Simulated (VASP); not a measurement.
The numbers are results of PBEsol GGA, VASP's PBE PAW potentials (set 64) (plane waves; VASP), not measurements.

VASP input:

### INCAR
```
ALGO=Normal
EDIFF=1E-6
EDIFFG=-0.02
ENCUT=500
GGA=PS
IBRION=2
ISIF=3
ISMEAR=1
LASPH=.True.
LCHARG=.False.
LREAL=.False.
LWAVE=.False.
NELM=100
NSW=40
PREC=Accurate
PSTRESS=450
SIGMA=0.1
SYSTEM=Mg
```

KPOINTS:
```
Automatic mesh
0
Gamma
15 15 8
0 0 0
```

### POSCAR
```
Mg
1
    1.4053374737    -2.4341171944     0.0000000000
    1.4053374737     2.4341171944     0.0000000000
    0.0000000000     0.0000000000     4.5069103092
Mg
2
Direct
  0.3333330000   0.6666670000   0.2500000000
  0.6666670000   0.3333330000   0.7500000000
```

POTCAR, in this order: Mg (PBE.64 set). Program: vasp_std.

The resulting files:

OSZICAR:
```
       N       E                     dE             d eps       ncg     rms          rms(c)
DAV:   1     0.865496798944E+00    0.86550E+00   -0.13660E+03  1620   0.476E+02
DAV:   2    -0.249976847906E+01   -0.33653E+01   -0.32568E+01  2268   0.340E+01
DAV:   3    -0.252193230938E+01   -0.22164E-01   -0.21821E-01  2214   0.348E+00
DAV:   4    -0.252200700522E+01   -0.74696E-04   -0.74691E-04  2154   0.159E-01
DAV:   5    -0.252200748888E+01   -0.48366E-06   -0.48374E-06  2154   0.105E-02    0.973E-01
DAV:   6    -0.249708846854E+01    0.24919E-01   -0.18443E-04  2016   0.174E-01    0.618E-01
DAV:   7    -0.248018848403E+01    0.16900E-01   -0.54789E-04  1836   0.283E-01    0.254E-02
DAV:   8    -0.248008370685E+01    0.10478E-03   -0.27861E-05  2304   0.465E-02    0.616E-03
DAV:   9    -0.248007862432E+01    0.50825E-05   -0.23210E-06  1914   0.135E-02    0.791E-04
DAV:  10    -0.248007882568E+01   -0.20136E-06   -0.43837E-08  1158   0.170E-03
   1 F= 0.61802215E+01 E0= 0.61802380E+01  d E =0.618022E+01
       N       E                     dE             d eps       ncg     rms          rms(c)
DAV:   1    -0.695581943826E+00    0.17845E+01   -0.14700E+00  1800   0.103E+01    0.403E-01
DAV:   2    -0.686906818202E+00    0.86751E-02   -0.49251E-03  1932   0.689E-01    0.245E-01
DAV:   3    -0.681881803235E+00    0.50250E-02   -0.13800E-03  2022   0.328E-01    0.204E-02
DAV:   4    -0.681877562649E+00    0.42406E-05   -0.13128E-05  2022   0.305E-02    0.843E-03
DAV:   5    -0.681860434902E+00    0.17128E-04   -0.39993E-06  1776   0.181E-02    0.438E-04
DAV:   6    -0.681860431284E+00    0.36182E-08   -0.30781E-08   936   0.153E-03
   2 F= 0.62921348E+01 E0= 0.62921711E+01  d E =0.111913E+00
       N       E                     dE             d eps       ncg     rms          rms(c)
DAV:   1    -0.186670637383E+01   -0.11848E+01   -0.42967E-01  1776   0.528E+00    0.219E-01
DAV:   2    -0.186337331091E+01    0.33331E-02   -0.17413E-03  1956   0.399E-01    0.133E-01
DAV:   3    -0.186142588729E+01    0.19474E-02   -0.49836E-04  1956   0.189E-01    0.113E-02
DAV:   4    -0.186142297821E+01    0.29091E-05   -0.48149E-06  1956   0.178E-02    0.478E-03
DAV:   5    -0.186142139937E+01    0.15788E-05   -0.14341E-06  1434   0.106E-02    0.275E-04
DAV:   6    -0.186142144940E+01   -0.50023E-07   -0.19619E-08   840   0.114E-03
   3 F= 0.60425939E+01 E0= 0.60426285E+01  d E =-.137628E+00
       N       E                     dE             d eps       ncg     rms          rms(c)
DAV:   1    -0.184191449848E+01    0.19507E-01   -0.17992E-04  1782   0.108E-01    0.438E-03
DAV:   2    -0.184191419797E+01    0.30051E-06   -0.65391E-07  1722   0.778E-03
   4 F= 0.60424774E+01 E0= 0.60425123E+01  d E =-.137744E+00
```

### OUTCAR
```
------------------------ aborting loop because EDIFF is reached ----------------------------------------
  FORCE on cell =-STRESS in cart. coord.  units (eV):
  Direction    XX          YY          ZZ          XY          YZ          ZX
  --------------------------------------------------------------------------------------
  Total        7.8555250      7.8555344      7.9224718      0.0000000      0.0000000      0.0000000
  in kB      448.3524496    448.3529844    452.1734206      0.0000000      0.0000000      0.0000000
  external PRESSURE =      -0.3737152 kB  Pullay stress =     450.0000000 kB
  volume of cell :       28.07
      direct lattice vectors                 reciprocal lattice vectors
     1.362037256 -2.359119137 -0.000000000     0.367097154 -0.211943514 -0.000000000
     1.362037256  2.359119137 -0.000000000     0.367097154  0.211943514  0.000000000
     0.000000000 -0.000000000  4.368148521     0.000000000 -0.000000000  0.228929945
 POSITION                                       TOTAL-FORCE (eV/Angst)
 -----------------------------------------------------------------------------------
      1.36204      0.78637      1.09204        -0.000000      0.000000      0.000000
      1.36204     -0.78637      3.27611         0.000000     -0.000000      0.000000
 -----------------------------------------------------------------------------------
    total drift:                               -0.000000     -0.000009      0.000001
  FREE ENERGIE OF THE ION-ELECTRON SYSTEM (eV)
  ---------------------------------------------------
  free  energy   TOTEN  =        -1.8419141980 eV

  energy  without entropy=       -1.8418093847  energy(sigma->0) =       -1.84187926
  enthalpy is  TOTEN    =         6.0424773571 eV   P V=        7.8843915551

 reached required accuracy - stopping structural energy minimisation
```
(Selected blocks of OUTCAR.)

### CONTCAR
```
Mg
   1.00000000000000
     1.3620372563470733   -2.3591191369423665   -0.0000000000000000
     1.3620372563470733    2.3591191369423665   -0.0000000000000000
     0.0000000000000000   -0.0000000000000000    4.3681485206265398
  Mg
     2
Direct
     0.3333330000000032    0.6666669999999968    0.2500000000000000
     0.6666669999999968    0.3333330000000032    0.7500000000000000
```

Energy and stress use the plane-wave basis of the starting cell.

The compound is Mg in the hcp structure. This run relaxes it under an external pressure of 45 GPa. Symmetry was kept, so distortions that lower it aren't found.
